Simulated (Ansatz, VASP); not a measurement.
# Ir (Iridium): VASP beside Ansatz, part 2 of 2

Wanted: the spread between two codes on one cell, functional and k mesh. The cell is taken from a series of VASP runs on this material, whose earlier steps may have relaxed, scaled or displaced it; both programs get it as it stands.

VASP 6.6.1 and Ansatz 0.2.0.

So far: The structure; VASP: relaxation of cell and atoms, PBEsol, spin-orbit coupling.

### Step 3. Ansatz: relaxation of cell and atoms, PBEsol, spin-orbit coupling

Level of this step: Ansatz beside VASP: Kohn-Sham DFT, plane waves, PBEsol, spin-orbit coupling (Ansatz).

Ansatz runs on its fully relativistic PAW (standard-fr) files.

The same cell, functional, mesh and smearing now go to Ansatz, which takes its cutoff from its data sets.

File input.yaml:

```yaml
crystal:
  lattice:
    - [0.0, 1.9188895371, 1.9188895371]
    - [1.9188895371, 0.0, 1.9188895371]
    - [1.9188895371, 1.9188895371, 0.0]
  atoms:
    - { symbol: Ir, position: [0.0, 0.0, 0.0] }
hamiltonian:
  xc: pbesol
  pseudopotentials: { kind: paw_fr }
magnetization:
  noncollinear: true
  spin_orbit: true
kpoints:
  mp_grid: { grid: [16, 16, 16] }
scf:
  occupations: { method: methfessel_paxton, width: 0.15 }
relax:
  f_tol: 0.01
  max_steps: 60
  cell: { stress_tol: 0.05 }
output:
  forces: true
  stress: true
```

Run with:

```bash
ansatz run input.yaml --threads 4 --pin off --max-ram 9216MiB --backend cpu --events-out ev --progress --plain --runs-dir out
```

Numbers of over 12 decimals in the logs are rounded to 6 here.

Output:

```text
Engine: ansatz 0.2.0, aarch64-unknown-linux-gnu
Pseudopotentials: kind: paw_fr
Pseudopotential: Ir, paw_fr, valence charge 17, recommended cutoff 420 eV (normal), Ir.paw.azcp#standard-fr
Functional definition: PBEsol
  exchange = pbesol_x
  correlation = pbesol_c
non-collinear run that drives no moment, with spin-orbit: no starting moment large enough to seed its density (crystal.atoms[].spin), no starting occupations that ask for one, no magnetisation constraint and no magnetic field, so the semilocal B_xc is pinned to zero
Crystal: 1 atoms, lattice volume = 14.131 Å³
Basis set: ecut = 420 eV, 283 PW (Γ), exchange–correlation on 40×40×40 points (8 copies of the dense FFT grid, shifted against one another)
Bands: 26, of which v1, the nominal top of the filled ones, is band 17 counted from 1 (16 counted from 0)
Symmetry: 48 space group operations + 48 with time reversal
Magnetic group: BNS 225.117 (UNI 1619), of the structure as read, at distance tolerance 2.4e-5 Å
k-points: 145 of 4096
Projection manifold: j_resolved (fully-relativistic pseudo-atomic orbitals)
Non-local potential: Ir, projectors of the file, l = 0: 3, l = 1: 4, l = 2: 4, l = 3: 2
PAW form: soft (Blöchl's): semilocal exchange-correlation on the pseudo side does not see the compensation charge
PAW frozen core: Ir, regenerated for the run's functional, and the local potential with it (the file was generated under x = pbe(κ = 0.804, μ = 0.219515), c = pbe(β = 0.066725))
PAW one-centre angular grid: Ir, 590 points (default); XC on 64 Gauss nodes
Initial density: superposition of atomic densities (chi_scale 0.1, normalization cell)
Initial wavefunctions: pseudopotential atomic-orbital guess
Functional: x = pbesol(κ = 0.804, μ = 0.123457), c = pbesol(β = 0.046)
SCF iter   1: F=—  HF=-11830.371985 eV  |F-HF|=—  |Δ(HF+E_count)|=         —  Δρ=5.18e-2  dr2=2.80e-1  dr2_m=0.00e0 (ungated)  ethr=3.10e-3  |M|=0.00e0 ∫|m|=0.00e0 μB  |m|>n=0.0e0 m-floor=0.0e0 τ_xc=0.0e0  β_m=0.30  ⟨swp⟩=5.9  Hψ=8907  notcnv=0  defer=118
preconditioner: auto → none  [metal: Δε(μ)=0.009 eV  Ē_g=14.149 eV  σ=0.150 eV  W_gap=0.05  n_scr=0 (ndim 8)  ℏωp=29.6 eV  f_vac=0.000  D(μ)=1.68/eV (n_scr^D=26)]
SCF iter   2: F=—  HF=-11830.286570 eV  |F-HF|=—  |Δ(HF+E_count)|=   8.54e-2  S|Δr|=    0.00e0  Δρ=2.69e-2  dr2=5.05e-2  dr2_m=0.00e0 (ungated)  ethr=1.65e-3  |M|=0.00e0 ∫|m|=0.00e0 μB  |m|>n=0.0e0 m-floor=0.0e0 τ_xc=0.0e0  β_m=0.41  ⟨swp⟩=2.2  Hψ=2954  notcnv=0  defer=482
SCF iter   3: F=—  HF=-11830.268873 eV  |F-HF|=—  |Δ(HF+E_count)|=   1.77e-2  S|Δr|=    0.00e0  Δρ=9.37e-3  dr2=2.70e-3  dr2_m=0.00e0 (ungated)  ethr=2.97e-4  |M|=0.00e0 ∫|m|=0.00e0 μB  |m|>n=0.0e0 m-floor=0.0e0 τ_xc=0.0e0  β_m=0.64  ⟨swp⟩=2.0  Hψ=2387  notcnv=0  defer=482
SCF iter   4: F=—  HF=-11830.267689 eV  |F-HF|=—  |Δ(HF+E_count)|=   1.18e-3  S|Δr|=    0.00e0  Δρ=3.43e-4  dr2=1.13e-5  dr2_m=0.00e0 (ungated)  ethr=1.59e-5  |M|=0.00e0 ∫|m|=0.00e0 μB  |m|>n=0.0e0 m-floor=0.0e0 τ_xc=0.0e0  β_m=0.77  ⟨swp⟩=1.0  Hψ=1643  notcnv=0  defer=482
SCF iter   5: F=—  HF=-11830.267688 eV  |F-HF|=—  |Δ(HF+E_count)|=   1.54e-6  S|Δr|=    0.00e0  Δρ=5.95e-5  dr2=1.33e-7  dr2_m=0.00e0 (ungated)  ethr=6.64e-8  |M|=0.00e0 ∫|m|=0.00e0 μB  |m|>n=0.0e0 m-floor=0.0e0 τ_xc=0.0e0  β_m=0.86  ⟨swp⟩=2.0  Hψ=2851  notcnv=0  defer=482
SCF iter   6: F=-11830.267688 eV  HF=-11830.267688 eV  |F-HF|=2.06e-10  |Δ(HF+E_count)|=   3.12e-8  S|Δr|=    0.00e0  Δρ=4.31e-6  dr2=7.37e-10  dr2_m=0.00e0 (ungated)  ethr=5.88e-10  |M|=0.00e0 ∫|m|=0.00e0 μB  |m|>n=0.0e0 m-floor=0.0e0 τ_xc=0.0e0  ⟨swp⟩=3.4  Hψ=5056  notcnv=0
SCF 1 converged in 6 iterations: F = -11830.267688 eV  dr2 = 7.37e-10
  greatest PAW one-centre occupation: 1.000 electrons in one spin orbital (limit 2), on the Ir atom at site 0 (counted from 0), in its partial waves of l = 0
relax step   1: F+E_penalty+E_count = -11830.26768784 eV  Δ(F+E_penalty+E_count) = +0.000e0 eV  max|allowed force component| = 0.000e0 eV/Å  Δτ_max = 0.0000 Å  P = -1.382 GPa  Ω = 14.131 Å³  (6 SCF iters, dr2 threshold 1.00e-7 eV, accepted)
[...]
relax step   2: F+E_penalty+E_count = -11830.26726117 eV  Δ(F+E_penalty+E_count) = +4.267e-4 eV  max|allowed force component| = 0.000e0 eV/Å  Δτ_max = 0.0000 Å  P = +2.516 GPa  Ω = 13.987 Å³  energy of the carried Pulay correction = +6.413e-5 eV  (4 SCF iters, dr2 threshold 1.00e-7 eV, rejected (line search))
[...]
relax step   3: F+E_penalty+E_count = -11830.26793580 eV  Δ(F+E_penalty+E_count) = -2.480e-4 eV  max|allowed force component| = 0.000e0 eV/Å  Δτ_max = 0.0000 Å  P = -0.019 GPa  Ω = 14.080 Å³  energy of the carried Pulay correction = +2.281e-5 eV  (6 SCF iters, accepted)
[...]
relax step   4: F+E_penalty+E_count = -11830.26791623 eV  Δ(F+E_penalty+E_count) = +1.957e-5 eV  max|allowed force component| = 0.000e0 eV/Å  Δτ_max = 0.0000 Å  P = -0.016 GPa  Ω = 14.080 Å³  stress off target by 1.64e-2 GPa  SCF on the basis re-selected at this cell (its energy is not comparable with the rows above)  (3 SCF iters)
basis re-selected at this cell: Δ(F+E_penalty+E_count) = +1.957e-5 eV, ΔP = +0.002 GPa vs the last step (what re-selecting the basis moved, of the pressure what is left beyond the Pulay correction that the steps carried, after the strain that the cell walked since its last selection, with what the two solves' SCF thresholds leave and, on support functions, any second-order correction that the steps lacked; it is no measure of the basis error at this ecutwfc). This SCF's stress stands 1.64e-2 GPa from its target on what of the cell is left free (relax.cell.stress_tol is 5.00e-2 GPa) and its largest allowed force component is 0.00e0 eV/Å (relax.f_tol is 1.00e-2 eV/Å): [rest of the remark cut]
SCF converged after 3 iterations
Stability not checked: this state was not tested for a lower state beside it, because cold or Methfessel-Paxton smearing, or corrected tetrahedra, fill the levels in a way that the test cannot read (fill_not_monotonic; see scf.lower_state_search)
Magnetization: |M| = 0.0000 μB,  M = (+0.0000, +0.0000, +0.0000) μB
Absolute magnetization: 0.0000 μB (∫|m|)
  site 0: m = (+0.0000, +0.0000, +0.0000) μB, |m| = 0.0000 μB  (R = 1.12 Å)
Free energy (F): -11830.267916 eV
Harris-Foulkes:  -11830.267916 eV  (|F-HF|=9.09e-12)
Internal energy: -11830.265717 eV  (E = F + TS)
E sigma→0 (E₀):  -11830.267366 eV
Entropy (-TS):   -0.002200 eV (-2.200 meV/atom)
Fermi energy:    25.876394 eV
--- Per-component energies (eV) ---
  E_band       = -87.570256
  E_kinetic    = 622.705716
  E_local      = -1057.699008  (includes V_loc(G=0)·N_el)
  E_nonlocal   = 67.634108
  E_hartree    = 405.570842
  E_xc         = -266.452787
  E_vxc        = -299.744939  (∫ρ·V_xc dr)
  E_paw        = -9113.479998  (= ΣΔE_a)
  E_vpaw       = -231.607857  (= ΣTr[D̂ρ^β])
  E_aug_tail   = 0.000058  (compensation charges beyond the density's cutoff)
  E_ewald      = -2488.815115
  E_core_change = 0.270468  (= ΣΔE_core)
  E_smearing   = -0.002200  (= −TS)
  E_closure    = 0.000000  (closes the sum)
  Σ components = -11830.267916   (vs F -11830.267916, Δ=0.00e0)
--- Forces (eV/Å), atoms counted from 1 ---
  atom   1  Ir    -0.00000000    -0.00000000     0.00000000
  max |Σ_I F_I| component: 3.08e-32 eV/Å
--- Stress (GPa, compression-positive) ---
       -0.016415       0.000000      -0.000000
       -0.000000      -0.016415      -0.000000
       -0.000000       0.000000      -0.016415
  P = ⅓ Tr σ = -0.0164 GPa (-0.164 kbar)
--- Relaxed structure (3 steps of the walk, 2 accepted, 1 SCFs on fresh bases) ---
  F+E_penalty+E_count = -11830.26791623 eV   max|allowed force component| = 0.000e0 eV/Å   (the final SCF, on the basis selected at the relaxed cell)
  cell:  # Å, volume = 14.0799 Å³
    - [0, 1.916564, 1.916564]
    - [1.916564, 0, 1.916564]
    - [1.916564, 1.916564, 0]
  atoms:
    - { symbol: Ir, position: [0.0, 0.0, 0.0] }
```

It took 6.9 s on 4 threads of Arm Neoverse V1, shared host; peak memory 0.43 GiB; 22 s of CPU time.

### Step 4. Comparison

Known differences besides the potentials themselves: spin-orbit coupling enters by fully relativistic files in Ansatz and inside the spheres in VASP; both relaxations stop at a tolerance, which leaves soft axes loose, and VASP keeps its plane-wave basis; the data sets hold 17 valence electrons in Ansatz (fully relativistic PAW (standard-fr) files) and 9 in VASP; the cutoff is 420 eV in Ansatz and 450 eV in VASP; Ansatz makes its cores anew for this functional, VASP keeps those of its PBE data sets; Ansatz adds a Pulay correction to the stress that steers its cell, VASP none. Total energies have different zeros and are not compared.

The two programs side by side:

| quantity | Ansatz | VASP | difference |
| --- | --- | --- | --- |
| volume (Å³) | 14.08 | 14.13 | -0.35 % |
| edge a after relaxation, in the typed setting (Å) | 2.710 | 2.714 | -0.12 % |

VASP's last cycles still show a density residual of 2e-03, so its state may not be settled. The walks stopped with -0.02 GPa left in Ansatz and -0.01 GPa in VASP; each walk ends within a tolerance, so the volume difference is uncertain by about these residues over the bulk modulus, most in soft cells.

### Step 5. What came out

```yaml
difference_in_volume_relaxation_of_cell_and_atoms_pbesol_spin_orbit_coupling: -0.35 %
```

In words: The difference in volume is -0.35 % (relaxation of cell and atoms, PBEsol, spin-orbit coupling), within the 1.2 % picked in this series as the mark of a large difference, as far as the stopping tolerances let one tell. How closely two codes agree says nothing of how well the functional describes the real material.

[Lines on the potential files, build, host, timing and source positions are cut from VASP's logs without a mark.]

[Logs are printed without paths, hosts, clocks, repeated set-up lines and the standing remarks that a program may print on its own settings, such as how far it seeks lower states.]

[Hosts, paths, dates, database ids (printed as entryN), source tags and the programs' standing remarks are cut or masked in the printed files.]
